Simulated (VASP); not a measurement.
The system is Ge.

```
CELL_PARAMETERS angstrom
0.00000 2.83718 2.83718
2.83718 0.00000 2.83718
2.83718 2.83718 0.00000
ATOMIC_POSITIONS crystal
Ge 0.50000 0.50000 0.50000
Ge 0.75000 0.75000 0.75000
```

Base run:

| Item | Value |
| --- | --- |
| Program | VASP 6.6.1 |
| Functional | r2SCAN |
| Potentials or basis | VASP PAW PBE potentials, release 64 (Ge_d) |
| Cutoff | 520 eV |
| k mesh | 14 × 14 × 14 |
| Occupations | gaussian, width 0.1 eV |
| Spin | no spin polarisation |

Its results: band gap on the k mesh 0.32 eV, direct; pressure 0.1 GPa.

Question: The run is repeated on the same cell with these changes: functional from r2SCAN to PBEsol; k mesh from 14 × 14 × 14 to 20 × 20 × 20. What comes out?

Answer: Band gap on the k mesh none (metal or under the smearing width); pressure -0.4 GPa.

Several settings changed at once, so the effect can't be laid on one alone.

Caveats: the PAW data sets were made with another functional, which shifts forces and pressure a little; this crystal is a semiconductor, whose small gap the functional closes, so the metal is an error of the method (some runs).

A k mesh can miss the band edges.

Not every run made on this cell is shown here.
